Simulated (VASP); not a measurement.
**ZrP (relaxed from the zinc blende structure, space group F-43m): computed properties**

The numbers are results of PBEsol GGA, VASP's PBE PAW potentials (set 64) (plane waves; VASP), not measurements.

| Item | Value |
|---|---|
| space group | F-43m (216) |
| cell | a = 5.801 Å, b = 5.801 Å, c = 5.801 Å, α = 90.00°, β = 90.00°, γ = 90.00° |
| volume per atom | 24.41 Å^3/atom |
| band gap (over mesh and band path) | none (metal, semimetal or under 0.01 eV) |
| density | 4.16 g/cm³ |

```xyz
2
Lattice="0.0000 2.9006 2.9006 2.9006 0.0000 2.9006 2.9006 2.9006 0.0000" Properties=species:S:1:pos:R:3 pbc="T T T"
Zr     0.0000     0.0000     0.0000
P      1.4503     1.4503     1.4503
```

The structure was generated: ZrP was put into the zinc blende type (F-43m), which need not be its known phase. It was relaxed first, which changed the volume by -29 %. Symmetry was kept, so distortions that lower it aren't found. The electron count is odd and the run is not spin-polarised, which forces a metal.
